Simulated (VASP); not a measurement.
Data:

```
CELL_PARAMETERS angstrom
      0.00000     1.94500     1.94500
      1.94500     0.00000     1.94500
      1.94500     1.94500     0.00000
ATOMIC_POSITIONS crystal
  Pd 0.00000 0.00000 0.00000
```

Level of theory: PBEsol GGA, VASP's PBE PAW potentials (set 64) (plane waves; VASP). Run with 400 eV cut-off, 14×14×14 Γ-centred mesh, first-order Methfessel-Paxton smearing of 0.10 eV, potentials Pd.

### Question
The ions, cell shape and volume are relaxed. What does this cell relax into?

### Answer

```
CELL_PARAMETERS angstrom
      0.00000     1.93587     1.93587
      1.93587     0.00000     1.93587
      1.93587     1.93587     0.00000
ATOMIC_POSITIONS crystal
  Pd 0.00000 0.00000 0.00000
```
Space group Fm-3m (225), at a tolerance of 0.03 Å.

### Question
How do energy and volume change from the first to the last step?

### Answer
The energy (σ→0) changes by -1.9 meV/atom and the volume by -1.4 %, in 3 ionic steps.

```json
[
 {"step": "1", "E(σ→0) (eV)": "-5.9469", "max force (eV/Å)": "0.000", "pressure (GPa)": "-2.85", "volume (Å³)": "14.72"},
 {"step": "2", "E(σ→0) (eV)": "-5.9432", "max force (eV/Å)": "0.000", "pressure (GPa)": "5.31", "volume (Å³)": "14.17"},
 {"step": "3", "E(σ→0) (eV)": "-5.9487", "max force (eV/Å)": "0.000", "pressure (GPa)": "-0.01", "volume (Å³)": "14.51"}
]
```

The compound is Pd in the fcc structure. This run relaxes it. Symmetry was kept, so distortions that lower it aren't found.
